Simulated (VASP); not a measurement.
The system is Be3ZnTe4.

```
CELL_PARAMETERS angstrom
4.03000 0.00000 0.00000
-2.01500 3.49008 0.00000
0.00000 0.00000 13.20000
ATOMIC_POSITIONS crystal
Be 0.33333 0.66667 0.75000
Be 0.33333 0.66667 0.25000
Be 0.00000 0.00000 0.50000
Zn 0.00000 0.00000 0.00000
Te 0.00000 0.00000 0.68750
Te 0.33333 0.66667 0.93750
Te 0.00000 0.00000 0.18750
Te 0.33333 0.66667 0.43750
```

The cell was built by a generator and needn't be a form met in nature.

| Property | Result |
| --- | --- |
| Program | VASP 6.6.1 |
| Task | relaxation of cell and atoms |
| Functional | PBE |
| Potentials or basis | VASP PAW PBE potentials, release 64 (Be, Zn, Te) |
| Cutoff | 520 eV |
| k mesh | 4 × 4 × 1 |
| Occupations | gaussian, width 0.15 eV |
| Spin | no spin polarisation |

At the start: pressure 4.1 GPa; volume 23.21 Å³/atom.

Q: Where does the relaxation end?

A: Over 9 steps the energy falls by 48.5 meV/atom and the volume is 24.52 Å³/atom (+5.7 %); space group P3m1 (No. 156, to 0.05 Å).

Step by step:
| step | energy change (eV) | largest force (eV/Å) | pressure (GPa) | volume (Å³) |
| --- | --- | --- | --- | --- |
| 1 | 0.0000 | 1.6526 | 4.10 | 185.66 |
| 2 | -0.2792 | 0.5725 | -1.29 | 202.08 |
| 3 | -0.2818 | 0.6678 | -0.80 | 200.36 |
| 4 | -0.3275 | 0.3399 | -0.31 | 198.19 |
| 5 | -0.3488 | 0.4434 | 0.19 | 195.99 |
| 6 | -0.3501 | 0.4791 | 0.42 | 195.38 |
| 7 | -0.3723 | 0.2504 | 0.10 | 196.24 |
| 8 | -0.3797 | 0.1939 | -0.19 | 197.14 |
| 9 | -0.3884 | 0.0590 | -0.16 | 196.18 |

Final structure:
```yaml
crystal:
  lattice:
    - [4.10018, 0.00000, 0.00000]
    - [-2.05009, 3.55086, 0.00000]
    - [0.00000, 0.00000, 13.47467]
  atoms:
    - { symbol: Be, position: [0.33333, 0.66667, 0.74157] }
    - { symbol: Be, position: [0.33333, 0.66667, 0.25693] }
    - { symbol: Be, position: [0.00000, 0.00000, 0.50102] }
    - { symbol: Zn, position: [0.00000, 0.00000, 0.00323] }
    - { symbol: Te, position: [0.00000, 0.00000, 0.68358] }
    - { symbol: Te, position: [0.33333, 0.66667, 0.92340] }
    - { symbol: Te, position: [0.00000, 0.00000, 0.19971] }
    - { symbol: Te, position: [0.33333, 0.66667, 0.44055] }
```

Caveat: the k mesh is coarse (spacing up to 0.48 Å⁻¹), so the values aren't converged.
